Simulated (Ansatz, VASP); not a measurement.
NaLaMnMoO6: VASP beside Ansatz

Contents of INCAR:

```
SYSTEM = NaLaMnMoO6
  PREC = Accurate
  ENCUT = 520
  EDIFF = 1E-7
  ISMEAR = -1
  SIGMA = 0.05
  LREAL = .False.
  LASPH = .True.
  NELM = 150
  ALGO = Normal
  ISIF = 2
  LWAVE = .False.
  LCHARG = .False.
  ISPIN = 2
  MAGMOM = 0 0 4 1 0 0 0 0 0 0
  LORBIT = 11
  LMAXMIX = 6
  GGA = PE
  NBANDS = 56
  KPAR = 4
```

KPOINTS

```
Automatic mesh
0
Gamma
  6 6 5
  0 0 0
```

Contents of POSCAR:

```
NaLaMnMoO6
1.0
    5.0750480943     -0.0066450993      0.0104891254
   -0.2378429046      5.6510659636      0.0069828174
   -0.9227549799     -2.8064568783      5.0844843340
Na La Mn Mo O
1 1 1 1 6
Direct
    0.4077600000      0.3808600000      0.0751900000
    0.0369000000      0.6632500000      0.6859800000
    0.4427100000      0.0426800000      0.4063800000
    0.9025100000      0.9638700000      0.3044200000
    0.7362700000      0.6956900000      0.9941700000
    0.7228800000      0.9184600000      0.5529900000
    0.7011200000      0.2736800000      0.3729200000
    0.1922400000      0.7532500000      0.3666000000
    0.1792600000      0.0336500000      0.1167200000
    0.2003400000      0.2746200000      0.6319700000
```

input.yaml

```yaml
crystal:
  lattice:
    - [5.0750480943, -0.0066450993, 0.0104891254]
    - [-0.2378429046, 5.6510659636, 0.0069828174]
    - [-0.9227549799, -2.8064568783, 5.084484334]
  atoms:
    - { symbol: Na, position: [0.40776, 0.38086, 0.07519] }
    - { symbol: La, position: [0.0369, 0.66325, 0.68598] }
    - { symbol: Mn, position: [0.44271, 0.04268, 0.40638], spin: 4.0 }
    - { symbol: Mo, position: [0.90251, 0.96387, 0.30442], spin: 1.0 }
    - { symbol: O, position: [0.73627, 0.69569, 0.99417] }
    - { symbol: O, position: [0.72288, 0.91846, 0.55299] }
    - { symbol: O, position: [0.70112, 0.27368, 0.37292] }
    - { symbol: O, position: [0.19224, 0.75325, 0.3666] }
    - { symbol: O, position: [0.17926, 0.03365, 0.11672] }
    - { symbol: O, position: [0.20034, 0.27462, 0.63197] }
hamiltonian:
  xc: pbe
  pseudopotentials: { kind: paw }
magnetization:
  spin_polarized: true
kpoints:
  mp_grid: { grid: [6, 6, 5] }
scf:
  occupations: { method: fermi_dirac, width: 0.05 }
output:
  forces: true
  stress: true
  eigenvalues: true
```

Change from the starting cell: volume scaled by 0.98.

Alike in both runs: task single point; functional PBE; k mesh 6 × 6 × 5; occupations fermi-dirac, width 0.05 eV; collinear spin, ferromagnetic start.

|  | VASP | Ansatz |
| --- | --- | --- |
| version | VASP 6.6.1 | Ansatz 0.2.0 |
| potentials or method | VASP PAW PBE potentials, release 64 (Na_pv, La, Mn_pv, Mo_sv, O) | Ansatz PAW |
| plane-wave cutoff (eV) | 520 | 420 |
| valence electrons in the cell | 81 | 85 |

```tsv
	VASP	Ansatz	Ansatz less VASP
gap on the k mesh at the Fermi level (eV)	0.87	0.88	+0.012
least direct gap on the mesh (eV)	1.13	1.14	+0.013
pressure (GPa)	3.1	2.9	-0.26
largest component of the traceless stress (GPa)	0.10	0.06	-0.036
rms of the force components (eV/Å)	0.175	0.141	-0.0337
net moment per atom (μB)	0.30	0.30	0.000
size of the moment on the site where the two differ most (μB)	3.00	2.60	-0.398
```

Site moments also hang on the region over which each program counts them. Atom by atom the forces differ by 0.043 eV/Å (rms over components). The two sets of potentials don't hold the same shells in valence.

Caveats: spin-orbit coupling is left out, which moves the levels of the heavy elements; a cell with one magnetic atom can't hold antiferromagnetic order, which such compounds often take; an odd mesh through Γ misses points on the zone boundary, where band edges often lie (VASP); odd divisions of the mesh miss points on the zone boundary, where band edges often lie, so the gap on the mesh can be too wide (Ansatz); the pressure holds a Pulay correction of +0.5 GPa for the finite cutoff (Ansatz); the starting moments weren't kept (Ansatz).
